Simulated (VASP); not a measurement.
Set up this calculation in VASP 6.6.1, as the native input.

```yaml
Task: single point
Functional: PBEsol
Potentials_or_basis: VASP PAW PBE potentials, release 64 (Zn, Bi_d)
Cutoff: 520 eV
k_mesh: 5 × 5 × 5
Occupations: gaussian, width 0.05 eV
Spin: no spin polarisation
Dipole_correction: no
Further_INCAR_settings: ALGO = Normal; EDIFF = 1e-06; NBANDS = 36
```

The structure of ZnBi3 lies in POSCAR:

```
ZnBi3
1.0
    4.8731640000      0.0000000000      0.0000000000
    0.0000000000      4.8731640000      0.0000000000
    0.0000000000      0.0000000000      4.8731640000
Zn Bi
1 3
Direct
    0.0000000000      0.0000000000      0.0000000000
    0.0000000000      0.5000000000      0.5000000000
    0.5000000000      0.0000000000      0.5000000000
    0.5000000000      0.5000000000      0.0000000000
```

The cell comes from a database or a generator and needn't be the stable form of this composition.

The input as run:

INCAR

```
  ALGO = Normal
  EDIFF = 1E-6
  ENCUT = 520
  GGA = PS
  ISIF = 2
  ISMEAR = 0
  LASPH = T
  LCHARG = F
  LREAL = F
  LWAVE = F
  NBANDS = 36
  NELM = 80
  PREC = Accurate
  SIGMA = 0.05
```

KPOINTS

```
k-points
0
Gamma
  5 5 5
```

Potentials or basis: VASP PAW PBE potentials, release 64 (Zn, Bi_d).

Command:

```sh
$ cat potpaw_PBE.64/Zn/POTCAR potpaw_PBE.64/Bi_d/POTCAR > POTCAR
$ mpirun -np 1 vasp_std > vasp.out
```

Results of the run:

```json
{"Pressure": "-2.9 GPa", "Band gap on the k mesh": "none (metal or under the smearing width)"}
```

Caveat: the PAW data sets were made with another functional, which shifts forces and pressure a little; spin-orbit coupling is left out, which moves the levels of the heavy elements.

Run time: 36 s on 1 thread of Intel(R) Xeon(R) Platinum 8259CL CPU @ 2.50GHz (Skylake/Cascade Lake), on a shared host, peak memory 0.21 GiB.
